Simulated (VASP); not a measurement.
Consider the following.

```
CELL_PARAMETERS angstrom
      3.90031     0.00000     0.00000
     -1.95015     3.37776     0.00000
      0.00000     0.00000     6.43186
ATOMIC_POSITIONS crystal
  Si 0.66667 0.33333 0.87460
  Si 0.33333 0.66667 0.37460
  Ge 0.66667 0.33333 0.50040
  Ge 0.33333 0.66667 0.00040
```

Method: PBEsol GGA, VASP's PBE PAW potentials (set 64) (plane waves; VASP). Settings: 400 eV cut-off, Gaussian smearing of 0.050 eV, potentials Si Ge_d.

**Question.** What does the run give for the band gap (along the path) with the smallest direct gap where there is one?

**Answer.** 
The band gap (along the path) is 0.34 eV and the smallest direct gap (along the path) comes out as 0.40 eV.

Total energies compare only between runs with the same potentials, cut-off and functional.

The structure comes from a computed database's SiGe entry (P6_3mc); how it stands against other phases isn't given here. It was relaxed first.
